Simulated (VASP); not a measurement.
Computed with MS2 meta-GGA, VASP's PBE PAW potentials (set 64) (plane waves; VASP 6.6.1).

Input for VASP

POSCAR:
```
CsPbBr3
1.0
  5.9331950830   0.0000000000   0.0000000000
  0.0000000000   5.9331950830   0.0000000000
  0.0000000000   0.0000000000   5.9331950830
Cs Pb Br
1 1 3
direct
  0.0000000000   0.0000000000   0.0000000000
  0.5000000000   0.5000000000   0.5000000000
  0.5000000000   0.0000000000   0.5000000000
  0.0000000000   0.5000000000   0.5000000000
  0.5000000000   0.5000000000   0.0000000000
```

**KPOINTS**
```
K-points
0
gamma
 4 4 4
```

**INCAR**
```
ALGO  =  Normal
EDIFF  =  1E-6
EDIFFG  =  -0.02
ENCUT  =  520
IBRION  =  2
ISIF  =  3
ISMEAR  =  0
LASPH  =  .True.
LCHARG  =  .False.
LMAXMIX  =  4
LMIXTAU  =  .True.
LREAL  =  .False.
LWAVE  =  .False.
METAGGA  =  MS2
NELM  =  100
NSW  =  60
PREC  =  Accurate
SIGMA  =  0.05
SYSTEM  =  CsPbBr3
```

POTCAR, in this order: Cs_sv Pb_d Br (PBE.64 set). Program: vasp_std.

What VASP printed:

**OSZICAR**
```
       N       E                     dE             d eps       ncg     rms          rms(c)
DAV:   1     0.401455941400E+03    0.40146E+03   -0.17829E+04   520   0.143E+03
DAV:   2     0.384378135614E+02   -0.36302E+03   -0.35252E+03   596   0.328E+02
DAV:   3    -0.117352555902E+02   -0.50173E+02   -0.48789E+02   632   0.127E+02
DAV:   4    -0.137612088937E+02   -0.20260E+01   -0.20190E+01   632   0.310E+01
DAV:   5    -0.138187912594E+02   -0.57582E-01   -0.57513E-01   644   0.489E+00    0.625E+00
DAV:   6     0.184610722649E+00    0.14003E+02   -0.28513E+01   538   0.835E+01    0.356E+00
DAV:   7     0.564211504606E+01    0.54575E+01   -0.31038E+00   524   0.186E+01    0.231E+00
DAV:   8     0.201227009078E+01   -0.36298E+01   -0.35717E+00   520   0.160E+01    0.109E+00
DAV:   9     0.655323044726E+01    0.45410E+01   -0.19074E+00   520   0.123E+01    0.393E-01
DAV:  10     0.658896844177E+01    0.35738E-01   -0.14600E-01   540   0.458E+00    0.476E-01
DAV:  11     0.653824000670E+01   -0.50728E-01   -0.89851E-02   548   0.370E+00    0.161E-01
DAV:  12     0.653273855489E+01   -0.55015E-02   -0.25029E-02   672   0.164E+00    0.194E-01
DAV:  13     0.653125658632E+01   -0.14820E-02   -0.46273E-03   664   0.923E-01    0.683E-02
DAV:  14     0.653005410455E+01   -0.12025E-02   -0.68827E-03   532   0.939E-01    0.361E-02
DAV:  15     0.652925414030E+01   -0.79996E-03   -0.25595E-03   530   0.512E-01    0.205E-02
DAV:  16     0.652886540853E+01   -0.38873E-03   -0.41357E-04   532   0.199E-01    0.166E-02
DAV:  17     0.652884061021E+01   -0.24798E-04   -0.46211E-05   694   0.852E-02    0.354E-03
DAV:  18     0.652884761215E+01    0.70019E-05   -0.47754E-06   586   0.220E-02    0.290E-03
DAV:  19     0.652883327018E+01   -0.14342E-04   -0.57042E-06   564   0.248E-02    0.170E-03
DAV:  20     0.652883180283E+01   -0.14674E-05   -0.77052E-07   390   0.913E-03    0.130E-03
DAV:  21     0.652883220079E+01    0.39796E-06   -0.30079E-07   320   0.815E-03
   1 F= 0.65288322E+01 E0= 0.65288322E+01  d E =0.652883E+01
```

**OUTCAR**
```
------------------------ aborting loop because EDIFF is reached ----------------------------------------
  FORCE on cell =-STRESS in cart. coord.  units (eV):
  Direction    XX          YY          ZZ          XY          YZ          ZX
  --------------------------------------------------------------------------------------
  Total       -0.0008860     -0.0008860     -0.0008860     -0.0000000      0.0000000     -0.0000000
  in kB       -0.0067961     -0.0067961     -0.0067961     -0.0000000      0.0000000     -0.0000000
  external PRESSURE =      -0.0067961 kB  Pullay stress =       0.0000000 kB
  volume of cell :      208.87
      direct lattice vectors                 reciprocal lattice vectors
     5.933195083  0.000000000  0.000000000     0.168543253  0.000000000  0.000000000
     0.000000000  5.933195083  0.000000000     0.000000000  0.168543253  0.000000000
     0.000000000  0.000000000  5.933195083     0.000000000  0.000000000  0.168543253
 POSITION                                       TOTAL-FORCE (eV/Angst)
 -----------------------------------------------------------------------------------
      0.00000      0.00000      0.00000         0.000000      0.000000      0.000000
      2.96660      2.96660      2.96660         0.000000      0.000000      0.000000
      2.96660      0.00000      2.96660         0.000000      0.000000      0.000000
      0.00000      2.96660      2.96660         0.000000      0.000000      0.000000
      2.96660      2.96660      0.00000         0.000000      0.000000      0.000000
 -----------------------------------------------------------------------------------
    total drift:                                0.000000     -0.000000     -0.000000
  FREE ENERGIE OF THE ION-ELECTRON SYSTEM (eV)
  ---------------------------------------------------
  free  energy   TOTEN  =         6.5288322008 eV

  energy  without entropy=        6.5288322008  energy(sigma->0) =        6.52883220

 reached required accuracy - stopping structural energy minimisation
```
(Selected blocks of OUTCAR.)

The compound is CsPbBr3 in the cubic perovskite structure, the ideal cubic form; the compound distorts at low or room temperature. It was relaxed first. The start is the result of an earlier pass.
